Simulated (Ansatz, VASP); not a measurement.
## Cross-check of H23C11 (amorphous polyisobutylene at 460 K) between VASP and Ansatz

Aim: how closely do two programs agree when they are given the same cell, functional and k mesh? The cell is taken from a series of runs on this material, whose earlier steps may have relaxed, scaled, displaced or heated it; both programs get it as it stands.

Method: plane waves, with VASP 6.6.1 beside it; single point at LDA, in Ansatz 0.2.0.

### Step 1. Starting point

The cell holds 136 atoms: 44 C and 92 H. Its edges and angles: a = 10.871 Å, b = 10.871 Å, c = 10.871 Å, α = 90.0°, β = 90.0°, γ = 90.0°. As first built, before any earlier steps moved the atoms (in the runner's words): 2 polyisobutylene chains of 5 units placed at random, at 0.803 g/cm^3; overlaps pushed apart, then 20 ps at 800 K with MMFF94 bonds, angles, torsions, charges and radii (Halgren, J. Comput. Chem. 17, 490 (1996)) in harmonic and 12-6 forms; charges of ions scaled by 0.8. Snapshot after 30 ps at 460 K and fixed volume.

### Step 2. Ansatz: single point, LDA

Ansatz runs on its default PAW (the set named soft_2) files.

A single point gives forces, pressure and levels at one fixed geometry, so differences don't come from the geometry; what else differs is listed under the comparison.

Contents of input.yaml:

```yaml
crystal:
  lattice:
    - [10.87075, 0.0, 0.0]
    - [0.0, 10.87075, 0.0]
    - [0.0, 0.0, 10.87075]
  atoms:
    - { symbol: C, position: [0.93067, 0.71563, 0.88708] }
    - { symbol: C, position: [0.01959, 0.75363, 0.9859] }
    - { symbol: C, position: [0.00133, 0.72321, 0.12007] }
    - { symbol: C, position: [0.88406, 0.78838, 0.16528] }
    - { symbol: C, position: [0.1044, 0.78251, 0.19776] }
    - { symbol: C, position: [0.99025, 0.58536, 0.1639] }
    - { symbol: C, position: [0.07798, 0.49176, 0.11022] }
    - { symbol: C, position: [0.07147, 0.472, 0.9713] }
    - { symbol: C, position: [0.21145, 0.5342, 0.1423] }
    - { symbol: C, position: [0.06498, 0.36554, 0.17238] }
    - { symbol: C, position: [0.95612, 0.28256, 0.19186] }
    - { symbol: C, position: [0.881, 0.2697, 0.07847] }
    - { symbol: C, position: [0.01104, 0.15442, 0.21374] }
    - { symbol: C, position: [0.89005, 0.34016, 0.30924] }
    - { symbol: C, position: [0.75767, 0.298, 0.35234] }
    - { symbol: C, position: [0.65768, 0.3475, 0.26925] }
    - { symbol: C, position: [0.74445, 0.16359, 0.33819] }
    - { symbol: C, position: [0.72028, 0.34622, 0.48001] }
    - { symbol: C, position: [0.80894, 0.32642, 0.59268] }
    - { symbol: C, position: [0.91701, 0.41086, 0.59323] }
    - { symbol: C, position: [0.849, 0.19218, 0.59702] }
    - { symbol: C, position: [0.73825, 0.35268, 0.71061] }
    - { symbol: H, position: [0.96615, 0.72753, 0.79216] }
    - { symbol: H, position: [0.84236, 0.77757, 0.88795] }
    - { symbol: H, position: [0.90097, 0.62038, 0.9027] }
    - { symbol: H, position: [0.01696, 0.85496, 0.98249] }
    - { symbol: H, position: [0.11115, 0.72419, 0.9566] }
    - { symbol: H, position: [0.88134, 0.77276, 0.27105] }
    - { symbol: H, position: [0.80768, 0.74879, 0.1213] }
    - { symbol: H, position: [0.89184, 0.89228, 0.15443] }
[... 100 atom lines left out ...]
    - { symbol: H, position: [0.78396, 0.72509, 0.63313] }
    - { symbol: H, position: [0.78528, 0.65731, 0.50434] }
    - { symbol: H, position: [0.85879, 0.80702, 0.51865] }
    - { symbol: H, position: [0.65065, 0.86495, 0.7392] }
    - { symbol: H, position: [0.61543, 0.97667, 0.63351] }
    - { symbol: H, position: [0.76218, 0.94176, 0.6597] }
kpoints:
  mp_grid: { grid: [1, 1, 1] }
hamiltonian:
  xc: lda
scf:
  occupations: { method: fixed }
output:
  forces: true
```

The run is started by

```console
$ ansatz run input.yaml --threads 4 --pin off --max-ram 8192MiB --backend cpu --events-out ev --progress --plain --runs-dir out
```

Numbers of over 12 decimals in the logs are rounded to 6 here.

Output:

```text
Engine: ansatz 0.2.0, x86_64-unknown-linux-gnu
Pseudopotentials: kind: paw
Pseudopotential: C, paw, valence charge 4, recommended cutoff 420 eV (normal), C.paw.azcp
Pseudopotential: H, paw, valence charge 1, recommended cutoff 420 eV (normal), H.paw.azcp
Functional definition: SPW92
  exchange = slater_x
  correlation = pw_c
Crystal: 136 atoms, lattice volume = 1284.631 Å³
Basis set: ecut = 420 eV, 25173 PW (Γ)
Bands: 270, of which v1, the nominal top of the filled ones, is band 134 counted from 1 (133 counted from 0)
Symmetry: 1 space group operations
Space group: P1 (ITA 1), of the structure as read, at distance tolerance 1.1e-4 Å
k-points: 1
Non-local potential: C, projectors of the file, l = 0: 2, l = 1: 2, l = 2: 1
Non-local potential: H, projectors of the file, l = 0: 2, l = 1: 1
PAW form: soft (Blöchl's): semilocal exchange-correlation on the pseudo side does not see the compensation charge
PAW frozen core: C, regenerated for the run's functional, and the local potential with it (the file was generated under x = pbe(κ = 0.804, μ = 0.219515), c = pbe(β = 0.066725))
PAW one-centre angular grid: C, 110 points (default); XC on 64 Gauss nodes
PAW one-centre angular grid: H, 110 points (default); XC on 64 Gauss nodes
Initial density: superposition of atomic densities (neutral atoms: chi_scale 0, normalization atom), corrected by the library's trained network
Initial wavefunctions: pseudopotential atomic-orbital guess
Functional: x = slater, c = lda
SCF iter   1: F=—  HF=-12138.435908 eV  |F-HF|=—  |Δ(HF+E_count)|=         —  Δρ=8.66e-3  dr2=6.42e-1  ethr=1.77e-3  ⟨swp⟩=5.0  Hψ=852  notcnv=0  defer=134
preconditioner: auto → Resta (q_TF=auto, 2.101 Å⁻¹)  ε∞=2.2  [insulator: Δε(μ)=4.860 eV  Ē_g=15.301 eV  n_scr=202 (ndim 8)  ℏωp=17.0 eV  f_vac=0.266  ε∞_Penn≈2.2]
SCF iter   2: F=—  HF=-12138.282354 eV  |F-HF|=—  |Δ(HF+E_count)|=   1.54e-1  Δρ=3.71e-3  dr2=1.14e-1  ethr=2.39e-4  ⟨swp⟩=3.0  Hψ=414  notcnv=0  defer=134
SCF iter   3: F=—  HF=-12138.267172 eV  |F-HF|=—  |Δ(HF+E_count)|=   1.52e-2  Δρ=8.73e-4  dr2=1.01e-2  ethr=4.26e-5  ⟨swp⟩=4.0  Hψ=264  notcnv=0  defer=35
automatic band count: iteration 3 solves 171 bands in place of 270: the levels show a gap, and the empty bands left out lie too high to hold charge; the band table lists the bands solved (type scf.n_extra_bands for more)
SCF iter   4: F=—  HF=-12138.270155 eV  |F-HF|=—  |Δ(HF+E_count)|=   2.98e-3  Δρ=1.88e-4  dr2=9.98e-4  ethr=3.78e-6  ⟨swp⟩=3.0  Hψ=276  notcnv=0  defer=35
SCF iter   5: F=—  HF=-12138.271653 eV  |F-HF|=—  |Δ(HF+E_count)|=   1.50e-3  Δρ=9.43e-5  dr2=1.91e-4  ethr=3.72e-7  ⟨swp⟩=3.0  Hψ=248  notcnv=0  defer=35
SCF iter   6: F=—  HF=-12138.272018 eV  |F-HF|=—  |Δ(HF+E_count)|=   3.65e-4  Δρ=2.42e-5  dr2=1.39e-5  ethr=7.14e-8  ⟨swp⟩=3.0  Hψ=272  notcnv=0  defer=35
SCF iter   7: F=—  HF=-12138.270943 eV  |F-HF|=—  |Δ(HF+E_count)|=   1.08e-3  Δρ=1.10e-5  dr2=1.90e-6  ethr=5.17e-9  ⟨swp⟩=2.0  Hψ=304  notcnv=0  defer=35
SCF iter   8: F=—  HF=-12138.270946 eV  |F-HF|=—  |Δ(HF+E_count)|=   2.78e-6  Δρ=3.46e-6  dr2=1.96e-7  ethr=7.09e-10  ⟨swp⟩=2.0  Hψ=272  notcnv=0  defer=35
SCF iter   9: F=-12138.270946 eV  HF=-12138.270946 eV  |F-HF|=5.86e-8  |Δ(HF+E_count)|=   3.98e-7  Δρ=7.24e-7  dr2=1.38e-8  ethr=3.73e-11  ⟨swp⟩=4.0  Hψ=543  notcnv=0
SCF 1 converged in 9 iterations: F = -12138.270946 eV  dr2 = 1.38e-8
  greatest PAW one-centre occupation: 0.671 electrons in one spin orbital (limit 2), on the C atom at site 76 (counted from 0), in its partial waves of l = 0
SCF converged after 9 iterations
Free energy (F): -12138.270946 eV
Harris-Foulkes:  -12138.270946 eV  (|F-HF|=5.86e-8)
Internal energy: -12138.270946 eV  (E = F + TS)
E sigma→0 (E₀):  -12138.270946 eV
Fermi energy:    -2.128325 eV
--- Per-component energies (eV) ---
  E_band       = -1945.679635
  E_kinetic    = 5304.517971
  E_local      = -19486.551256  (includes V_loc(G=0)·N_el)
  E_nonlocal   = 1391.831202
  E_hartree    = 7460.161954
  E_xc         = -2913.810615
  E_vxc        = -3674.700919  (∫ρ·V_xc dr)
  E_paw        = -4092.578606  (= ΣΔE_a)
  E_vpaw       = -400.978493  (= ΣTr[D̂ρ^β])
  E_aug_tail   = -0.122725  (compensation charges beyond the density's cutoff)
  E_ewald      = 195.516498
  E_core_change = 2.764630  (= ΣΔE_core)
  E_smearing   = -0.000000  (= −TS)
  E_closure    = 0.000000  (closes the sum)
  Σ components = -12138.270946   (vs F -12138.270946, Δ=0.00e0)
--- Forces (eV/Å), atoms counted from 1 ---
  atom   1  C     -2.09475054     0.77169060     0.25584334
  atom   2  C      0.28068064     0.45323204    -0.47932551
  atom   3  C     -0.25275196     0.11680788     1.54023813
  atom   4  C      2.11506896     0.74455439     2.28519917
  atom   5  C     -0.52621540    -1.83538794     0.72163244
  atom   6  C      1.05532906     0.94739631    -0.56528318
  atom   7  C      1.36135302     0.05140393     0.70209717
  atom   8  C      1.12041660    -0.99796111     1.34519309
  atom   9  C     -0.83676223    -0.25173609     1.41359301
  atom  10  C      1.62698229     0.22917625     0.85387346
  atom  11  C      0.03876544    -0.12472957     0.03566469
  atom  12  C     -3.37337369     1.04062359     0.42317373
  atom  13  C     -1.56697333    -0.48949808     1.08858779
  atom  14  C     -1.46850219    -2.98111132    -0.11807601
  atom  15  C      0.21197251     1.15559959    -1.47207290
  atom  16  C     -0.51137580    -1.76427468    -1.37320563
  atom  17  C      0.19976554    -0.63738373     1.99657949
  atom  18  C      1.91532043     0.58675653     0.74439430
  atom  19  C     -1.35038220    -0.86881145    -0.12087003
  atom  20  C      2.00742464     1.43077278    -1.02909062
  atom  21  C      1.34752951    -0.99333715    -0.38252325
  atom  22  C     -1.30223385    -0.42130230    -0.31242174
  atom  23  H      0.16649735    -0.18293113     0.34934437
  atom  24  H      1.25742264    -1.06894966     0.13873065
[...]
atom 129  H     -0.36187960    -0.26934942     0.12504089
  atom 130  H      0.40569933     0.52184110     0.59315780
  atom 131  H      0.89399253    -0.56590576     2.28121221
  atom 132  H     -0.10084565    -1.64557127    -1.80422262
  atom 133  H     -0.42548852    -0.47447856    -0.12316558
  atom 134  H     -0.16299561    -0.52727030     0.29743276
  atom 135  H     -1.63687949     1.97828539    -0.05555995
  atom 136  H      1.97553676     0.62868301    -0.03408423
  max |Σ_I F_I| component: 4.55e-5 eV/Å
```

Reading the cycles: dr2 is the Hartree energy of the density residual (eV), the measure of convergence; HF is the Harris–Foulkes estimate of the energy, which meets the free energy F at convergence.

### Step 3. VASP: single point, LDA

The same cell, functional (in two slightly different forms) and mesh now go to VASP, with its own data sets and cutoff.

Lines of VASP's logs that name or quote its potential files are left out, and so is its time.

Contents of INCAR:

```
SYSTEM = H23C11
PREC = Accurate
ENCUT = 520
EDIFF = 1E-05
NELM = 100
ISMEAR = 0
SIGMA = 0.01
LREAL = Auto
ALGO = Fast
GGA = CA
NBANDS = 229
LORBIT = 11
LWAVE = .FALSE.
LCHARG = .FALSE.
ISIF = 2
```

Contents of POSCAR:

```
H23C11
1.0
   10.8707500000      0.0000000000      0.0000000000
    0.0000000000     10.8707500000      0.0000000000
    0.0000000000      0.0000000000     10.8707500000
C H
44 92
Direct
    0.9306700000      0.7156300000      0.8870800000
    0.0195900000      0.7536300000      0.9859000000
    0.0013300000      0.7232100000      0.1200700000
    0.8840600000      0.7883800000      0.1652800000
    0.1044000000      0.7825100000      0.1977600000
    0.9902500000      0.5853600000      0.1639000000
    0.0779800000      0.4917600000      0.1102200000
    0.0714700000      0.4720000000      0.9713000000
    0.2114500000      0.5342000000      0.1423000000
    0.0649800000      0.3655400000      0.1723800000
    0.9561200000      0.2825600000      0.1918600000
    0.8810000000      0.2697000000      0.0784700000
    0.0110400000      0.1544200000      0.2137400000
    0.8900500000      0.3401600000      0.3092400000
    0.7576700000      0.2980000000      0.3523400000
    0.6576800000      0.3475000000      0.2692500000
    0.7444500000      0.1635900000      0.3381900000
    0.7202800000      0.3462200000      0.4800100000
    0.8089400000      0.3264200000      0.5926800000
    0.9170100000      0.4108600000      0.5932300000
    0.8490000000      0.1921800000      0.5970200000
    0.7382500000      0.3526800000      0.7106100000
    0.6304400000      0.9963000000      0.9580000000
    0.5703400000      0.1238900000      0.9542500000
    0.4269800000      0.1350800000      0.9571200000
    0.3986000000      0.2740500000      0.9919200000
    0.3798500000      0.0542400000      0.0630100000
    0.3921000000      0.0915200000      0.8222000000
    0.2674400000      0.1207300000      0.7630900000
    0.1743900000      0.0850800000      0.8562200000
[... 100 atom lines left out ...]
    0.7839600000      0.7250900000      0.6331300000
    0.7852800000      0.6573100000      0.5043400000
    0.8587900000      0.8070200000      0.5186500000
    0.6506500000      0.8649500000      0.7392000000
    0.6154300000      0.9766700000      0.6335100000
    0.7621800000      0.9417600000      0.6597000000
```

Contents of KPOINTS:

```
Automatic mesh
0
Gamma
1 1 1
0 0 0
```

The projector-augmented-wave data sets are C and H (LDA family, release 64).

The run is started by

```console
$ export OMP_NUM_THREADS=5
$ mpirun -np 1 vasp_gam
```

Output:

```text
[banner, memory and clock lines left out]
running    1 mpi-ranks, on    1 nodes
[...]
Offloading initialized ...    1 GPUs detected
[...]
LDA part: xc-table for (Slater(with rela. corr.)+CA(PZ))
 , standard interpolation
 POSCAR, INCAR and KPOINTS ok, starting setup
[...]
entering main loop
       N       E                     dE             d eps       ncg     rms          rms(c)
DAV:   1     0.153700908665E+04    0.15370E+04   -0.12946E+05   466   0.105E+03
DAV:   2    -0.650992977507E+03   -0.21880E+04   -0.20655E+04   583   0.244E+02
DAV:   3    -0.860891278380E+03   -0.20990E+03   -0.20804E+03   588   0.757E+01
DAV:   4    -0.866826573870E+03   -0.59353E+01   -0.59181E+01   588   0.148E+01
[...]
RMM:  15    -0.775962322915E+03   -0.17947E-03   -0.98894E-04   618   0.481E-02    0.292E-02
RMM:  16    -0.775962360524E+03   -0.37609E-04   -0.22917E-04   631   0.253E-02    0.185E-02
RMM:  17    -0.775962357298E+03    0.32259E-05   -0.73144E-05   611   0.141E-02
   1 F= -.77596236E+03 E0= -.77596236E+03  d E =-.653235E-45
```

Parts of OUTCAR (step 3):

```text
  FREE ENERGIE OF THE ION-ELECTRON SYSTEM (eV)
  ---------------------------------------------------
  free  energy   TOTEN  =      -775.9623572983 eV

  energy  without entropy=     -775.9623572983  energy(sigma->0) =     -775.96235730
```

The run ends at a pressure of 1.29 GPa, with forces up to 4.9 eV/Å.

### Step 4. Differences

Known differences besides the potentials themselves: the two LDA forms differ slightly; fixed occupations in Ansatz, narrow Gaussian smearing in VASP; the cutoff is 420 eV in Ansatz and 520 eV in VASP (PREC = Accurate, projectors in real space); VASP's log shows a relativistic correction to its local exchange, Ansatz's none. Total energies have different zeros and are not compared.

Compared:

```tsv
quantity	Ansatz	VASP	difference
gap on the k mesh (eV)	4.935	4.934	+0.001
```

Forces on 10 of the 136 atoms, those with the largest forces and the largest differences (eV/Å; atoms numbered as in POSCAR):

```tsv
atom	Ansatz x, y, z	VASP x, y, z
C4	2.115, 0.745, 2.285	2.095, 0.746, 2.281
C12	-3.373, 1.041, 0.423	-3.366, 1.041, 0.409
C14	-1.468, -2.981, -0.118	-1.467, -2.970, -0.133
C20	2.007, 1.431, -1.029	2.005, 1.436, -1.029
C23	-3.845, 1.132, 2.936	-3.814, 1.130, 2.912
H48	0.534, 0.205, 0.088	0.533, 0.257, 0.085
H64	-0.193, 0.360, 0.527	-0.169, 0.363, 0.575
H65	0.290, -0.193, -0.876	0.329, -0.222, -0.895
H93	2.769, -0.011, -0.693	2.799, -0.014, -0.699
H123	-3.043, -0.460, -0.466	-3.080, -0.460, -0.477
```

The forces differ by 24 meV/Å r.m.s., which is 2.6 % of the r.m.s. force of 0.90 eV/Å (both taken over all components). A gap on the mesh is an upper bound, since the band edges may lie between its points.

### Step 5. Summary of results

| Property | Result |
| --- | --- |
| r.m.s. force difference (single point, LDA) | 2.6 % of the r.m.s. force |

In words: The r.m.s. force difference is 2.6 % of the r.m.s. force (single point, LDA), within the 3 % picked in this series as the mark of a large difference. How closely two codes agree says nothing of how well the functional describes the real material.

[Lines on the potential files, build, host, timing and source positions are cut from VASP's logs without a mark.]

[Logs are printed without paths, hosts, clocks, repeated set-up lines and the standing remarks that a program may print on its own settings, such as how far it seeks lower states.]

[Hosts, paths, dates, database ids (printed as entryN), source tags and the programs' standing remarks are cut or masked in the printed files.]
